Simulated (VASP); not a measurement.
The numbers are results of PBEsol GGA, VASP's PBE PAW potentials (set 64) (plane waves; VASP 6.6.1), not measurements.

A VASP calculation is set up with these files.

KPOINTS:
```
Automatic
0
gamma
 6 6 6
0 0 0
```

**INCAR**
```
! general
SYSTEM =AlGa3N4
PREC   =Accurate
ENCUT  =520
LREAL  =F
LASPH  =T
NBANDS =111

! electronic loop
EDIFF  =1E-7
NELM   =100
ALGO   =Normal
LMAXMIX=4

! smearing
ISMEAR =0
SIGMA  =0.01

! functional
GGA    =PS

! output
LWAVE  =F
LCHARG =F
NEDOS  =1001

! other
LOPTICS=T
CSHIFT =0.1
```

### POSCAR
```
AlGa3N4
1
    4.4663542982    -0.0000000000     0.0000000000
    0.0000000000     4.4663542982     0.0000000000
   -0.0000000000     0.0000000000     4.4663542982
Al Ga N
1 3 4
Direct
  0.0000000000   0.0000000000   0.0000000000
  0.5000000000   0.5000000000   0.0000000000
  0.0000000000   0.5000000000   0.5000000000
  0.5000000000   0.0000000000   0.5000000000
  0.7549264504   0.7549264504   0.2450735496
  0.7549264504   0.2450735496   0.7549264504
  0.2450735496   0.2450735496   0.2450735496
  0.2450735496   0.7549264504   0.7549264504
```

POTCAR, in this order: Al Ga_d N (PBE.64 set). Program: vasp_std.

Output

OSZICAR:
```
       N       E                     dE             d eps       ncg     rms          rms(c)
DAV:   1     0.595890226173E+03    0.59589E+03   -0.17964E+04  6624   0.946E+02
DAV:   2     0.389070011498E+02   -0.55698E+03   -0.44144E+03  4464   0.293E+02
DAV:   3    -0.588530705007E+02   -0.97760E+02   -0.94188E+02  5254   0.896E+01
DAV:   4    -0.627486176971E+02   -0.38955E+01   -0.38777E+01  5160   0.180E+01
DAV:   5    -0.628028041898E+02   -0.54186E-01   -0.54158E-01  6064   0.206E+00    0.151E+01
DAV:   6    -0.550708040135E+02    0.77320E+01   -0.10935E+00  7067   0.215E+01    0.479E+00
DAV:   7    -0.550595147596E+02    0.11289E-01   -0.13868E+00  4992   0.309E+00    0.380E+00
DAV:   8    -0.549889785057E+02    0.70536E-01   -0.14616E-01  6048   0.116E+00    0.175E+00
DAV:   9    -0.549668991402E+02    0.22079E-01   -0.11923E-02  5385   0.730E-01    0.437E-01
DAV:  10    -0.549675474317E+02   -0.64829E-03   -0.50927E-03  5848   0.227E-01    0.394E-02
DAV:  11    -0.549675492340E+02   -0.18023E-05   -0.22261E-04  5785   0.124E-01    0.180E-02
DAV:  12    -0.549675614636E+02   -0.12230E-04   -0.53489E-05  5633   0.238E-02    0.107E-02
DAV:  13    -0.549675615552E+02   -0.91640E-07   -0.40484E-06  5793   0.885E-03    0.500E-03
DAV:  14    -0.549675613857E+02    0.16949E-06   -0.44350E-07  5593   0.350E-03    0.993E-04
DAV:  15    -0.549675613407E+02    0.45023E-07   -0.64443E-08  3249   0.152E-03
   1 F= -.54967561E+02 E0= -.54967561E+02  d E =-.149567E-21
 imaginary and real dielectric function
```

**OUTCAR**
```
------------------------ aborting loop because EDIFF is reached ----------------------------------------
  FORCE on cell =-STRESS in cart. coord.  units (eV):
  Direction    XX          YY          ZZ          XY          YZ          ZX
  --------------------------------------------------------------------------------------
  Total       -0.0032010     -0.0032010     -0.0032010      0.0000000     -0.0000000      0.0000000
  in kB       -0.0575618     -0.0575618     -0.0575618      0.0000000     -0.0000000      0.0000000
  external PRESSURE =      -0.0575618 kB  Pullay stress =       0.0000000 kB
  volume of cell :       89.10
      direct lattice vectors                 reciprocal lattice vectors
     4.466354298  0.000000000  0.000000000     0.223896255  0.000000000  0.000000000
     0.000000000  4.466354298  0.000000000     0.000000000  0.223896255  0.000000000
     0.000000000  0.000000000  4.466354298     0.000000000  0.000000000  0.223896255
 POSITION                                       TOTAL-FORCE (eV/Angst)
 -----------------------------------------------------------------------------------
      0.00000      0.00000      0.00000        -0.000000      0.000000     -0.000000
      2.23318      2.23318      0.00000        -0.000000     -0.000000     -0.000000
      0.00000      2.23318      2.23318         0.000000      0.000000     -0.000000
      2.23318      0.00000      2.23318        -0.000000     -0.000000     -0.000000
      3.37177      3.37177      1.09459         0.006402      0.006402     -0.006402
      3.37177      1.09459      3.37177         0.006402     -0.006402      0.006402
      1.09459      1.09459      1.09459        -0.006402     -0.006402     -0.006402
      1.09459      3.37177      3.37177        -0.006402      0.006402      0.006402
 -----------------------------------------------------------------------------------
    total drift:                               -0.000000     -0.000000     -0.000000
  FREE ENERGIE OF THE ION-ELECTRON SYSTEM (eV)
  ---------------------------------------------------
  free  energy   TOTEN  =       -54.9675613407 eV

  energy  without entropy=      -54.9675613407  energy(sigma->0) =      -54.96756134

 plasma frequency squared (from intraband transitions) (eV^2)
  --------------------------------------------------------------------------------------
       0.000      -0.000       0.000
      -0.000       0.000       0.000
      -0.000       0.000       0.000

 plasma frequency squared (from interband transitions, int dw w eps(2)(w)) (eV^2)
  --------------------------------------------------------------------------------------
     511.567       0.000      -0.000      -0.000      -0.000       0.000
      -0.000       0.000     511.567       0.000      -0.000       0.000
      -0.000      -0.000      -0.000      -0.000     511.567       0.000
```
(Selected blocks of OUTCAR.)

**OUTCAR**
```
 val. band max:        5.3251821009   @ k =   0.0000   0.0000   0.0000

 cond. band min:       7.6398966925   @ k =   0.0000   0.0000   0.0000


 Fermi energy:         5.3890569311

 k-point     1 :       0.0000    0.0000    0.0000
  band No.  band energies     occupation
      1     -10.3690      2.00000
      2      -9.0655      2.00000
      3      -9.0655      2.00000
      4      -9.0655      2.00000
      5      -7.7884      2.00000
      6      -7.7670      2.00000
      7      -7.7670      2.00000
      8      -7.7670      2.00000
      9      -7.6858      2.00000
     10      -7.6858      2.00000
     11      -7.5481      2.00000
     12      -7.5481      2.00000
     13      -7.5481      2.00000
     14      -7.5077      2.00000
     15      -7.5077      2.00000
     16      -7.4466      2.00000
     17      -6.0718      2.00000
     18      -6.0718      2.00000
     19      -6.0718      2.00000
     20      -0.7672      2.00000
     21      -0.7672      2.00000
     22       0.0440      2.00000
     23       2.8387      2.00000
     24       2.8387      2.00000
     25       2.8387      2.00000
     26       2.8473      2.00000
     27       2.8473      2.00000
     28       2.8473      2.00000
     29       5.3252      2.00000
     30       5.3252      2.00000
     31       5.3252      2.00000
     32       7.6399      0.00000
     33       8.6583      0.00000
     34       8.6583      0.00000
     35       8.6583      0.00000
     36      11.7790      0.00000
     37      11.7790      0.00000
     38      13.7182      0.00000
     39      16.0943      0.00000
     40      16.0943      0.00000
     41      16.0943      0.00000
     42      17.3815      0.00000
     43      17.3815      0.00000
     44      17.6785      0.00000
     45      19.6947      0.00000
     46      19.6947      0.00000
     47      19.6947      0.00000
     48      19.7168      0.00000
     49      19.7168      0.00000
     50      19.7168      0.00000
     51      23.8201      0.00000
...
```

The dielectric response may not be converged in the k-mesh; for small gaps it tends to come out too large.

The structure comes from a computed database's AlGa3N4 entry (P-43m); how it stands against other phases isn't given here. It was relaxed first.
